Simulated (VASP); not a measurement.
Input:

```
CELL_PARAMETERS angstrom
      3.75594     0.00000     0.00000
     -1.87797     3.25274     0.00000
      0.00000     0.00000    17.93404
ATOMIC_POSITIONS crystal
  Se 0.66667 0.33333 0.43032
  Se 0.33333 0.66667 0.56968
  Pt 0.00000 0.00000 0.50000
```

Calculation: PBEsol GGA, VASP's PBE PAW potentials (set 64) (plane waves; VASP). Run with PREC = Normal, EDIFF = 1E-5, 400 eV cut-off, 12×12×1 Γ-centred mesh, Gaussian smearing of 0.050 eV, potentials Se Pt.

Task: The ions and cell shape at fixed volume are relaxed. Predict the relaxed structure.

Result: 
```
CELL_PARAMETERS angstrom
      3.70064     0.00000     0.00000
     -1.85032     3.20484     0.00000
      0.00000     0.00000    18.47407
ATOMIC_POSITIONS crystal
  Se 0.66667 0.33333 0.42993
  Se 0.33333 0.66667 0.57007
  Pt 0.00000 0.00000 0.50000
```

Task: How much energy does the relaxation gain?

Result: The energy (σ→0) changes by -5.9 meV/atom, in 6 ionic steps.

```
step  E(σ→0) (eV)  max force (eV/Å)  pressure (GPa)  volume (Å³)
----  -----------  ----------------  --------------  -----------
1        -15.7624             0.178           -0.22       219.10
2        -15.7749             0.046           -0.24       219.10
3        -15.7778             0.163           -0.27       219.10
4        -15.7790             0.090           -0.26       219.10
5        -15.7799             0.041           -0.12       219.10
6        -15.7801             0.020            0.02       219.10
```

The cell is a sheet with vacuum, built from PtSe2 (1T layered).
